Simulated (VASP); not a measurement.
Consider the following.

```
CELL_PARAMETERS angstrom
      3.21793     0.00000     0.00000
      0.00000     3.21793     0.00000
      0.00000     0.00000     3.21793
ATOMIC_POSITIONS crystal
  In 0.50000 0.50000 0.50000
  Pd 0.00000 0.00000 0.00000
```

The numbers are results of LDA (Ceperley-Alder, Perdew-Zunger), VASP's LDA PAW potentials (set 64) (plane waves; VASP), not measurements. Run with 520 eV cut-off, 11×11×11 Γ-centred mesh, first-order Methfessel-Paxton smearing of 0.10 eV, potentials In_d Pd.

Problem. Give the energy at these volumes per atom, relative to the lowest: 15.69, 16.19, 16.69, 17.19, 17.69 Å³.

Solution. 31.0, 6.9, 0.0, 7.4, 26.1 meV/atom. A third-order Birch-Murnaghan fit gives B0 = 152 GPa and B0′ = 5.9.

The compound is PdIn in the CsCl type structure. It was relaxed first.
